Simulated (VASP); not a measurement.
Given:

```xyz
4
Lattice="4.0108 0.0000 0.0000 -2.0054 3.4734 0.0000 0.0000 0.0000 6.7210" Properties=species:S:1:pos:R:3 pbc="T T T"
Zn     0.0000     2.3156     6.6469
Cd     0.0000     0.0000     3.4901
Se     0.0000     2.3156     2.3607
S     -2.0054     3.4734     5.9984
```

Level of theory: PBEsol GGA, VASP's PBE PAW potentials (set 64) (plane waves; VASP). Run with 400 eV cut-off, 7×7×4 Γ-centred mesh, tetrahedra with Blöchl corrections, potentials Zn Cd Se S.

Task: What does the run give for the energy per atom (σ→0)?

Result: 
- energy per atom (σ→0): -3.357 eV/atom

Only differences to runs with the same potentials and settings are physical.

The structure comes from a computed database's ZnCdSeS entry (P3m1); how it stands against other phases isn't given here. It was relaxed first, which changed the volume by -6 %.
